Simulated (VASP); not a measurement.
An input for Ansatz (written as the equivalent of a VASP run, and not itself run):

Ansatz 0.2 input:
```yaml
crystal:
  lattice:
    - [-2.7212400, 2.7212400, 5.3647650]
    - [2.7212400, -2.7212400, 5.3647650]
    - [2.7212400, 2.7212400, -5.3647650]
  atoms:
    - { symbol: Zn, position: [0.7496010, 0.2471220, 0.4969840] }
    - { symbol: Zn, position: [0.0010120, -0.0042200, -0.0034810] }
    - { symbol: Ge, position: [0.2520750, 0.7514080, 0.5059450] }
    - { symbol: Ge, position: [0.5051740, 0.5019810, 0.0098240] }
    - { symbol: P, position: [0.1280050, 0.6255480, 0.0013540] }
    - { symbol: P, position: [0.3683830, 0.3862230, 0.5040230] }
    - { symbol: P, position: [0.6262940, 0.1220420, 0.9940950] }
    - { symbol: P, position: [0.8694560, 0.8698960, 0.4912560] }
kpoints:
  mp_grid: { grid: [3, 3, 4] }
hamiltonian:
  xc: lda
  pseudopotentials: { kind: paw }
scf:
  occupations: { method: gaussian, width: 0.02 }
  max_iter: 100
output: { forces: true, stress: true, eigenvalues: true }
```

**Question.** Translate this input to VASP (INCAR, KPOINTS, POSCAR, choice of POTCAR).

**Answer.** One answer among several that fit: 
**POSCAR**
```
ZnGeP2
1
   -2.7212400000     2.7212400000     5.3647650000
    2.7212400000    -2.7212400000     5.3647650000
    2.7212400000     2.7212400000    -5.3647650000
Zn Ge P
2 2 4
Direct
  0.7496010000   0.2471220000   0.4969840000
  0.0010120000  -0.0042200000  -0.0034810000
  0.2520750000   0.7514080000   0.5059450000
  0.5051740000   0.5019810000   0.0098240000
  0.1280050000   0.6255480000   0.0013540000
  0.3683830000   0.3862230000   0.5040230000
  0.6262940000   0.1220420000   0.9940950000
  0.8694560000   0.8698960000   0.4912560000
```

**INCAR**
```
ALGO = Normal
EDIFF = 1E-6
ENCUT = 300
ISIF = 2
ISMEAR = 0
LASPH = .True.
LCHARG = .False.
LMAXMIX = 4
LREAL = .False.
LWAVE = .False.
NELM = 100
PREC = Accurate
SIGMA = 0.02
SYSTEM = ZnGeP2
```

### KPOINTS
```
Automatic mesh
0
Gamma
3 3 4
0 0 0
```

POTCAR, in this order: Zn Ge_d P (LDA.64 set). Program: vasp_std.

Limits of the translation: each code has its own PAW files, so the cut-off isn't converted (ENCUT is set for VASP's; basis.ecutwfc is left out, and Ansatz then takes the one that its files recommend); Ansatz stops its SCF on the density residual and VASP on the energy change (EDIFF); Ansatz's lda is the Perdew-Wang form, while the LDA potentials of VASP carry Perdew-Zunger's.

The structure comes from a computed database's ZnGeP2 entry; how it stands against other phases isn't given here. The cell was not relaxed at this level, atoms are displaced from their ideal sites. The k-mesh is coarse (spacing up to 0.43 per Å, 2π included), so the numbers may not be converged in it.
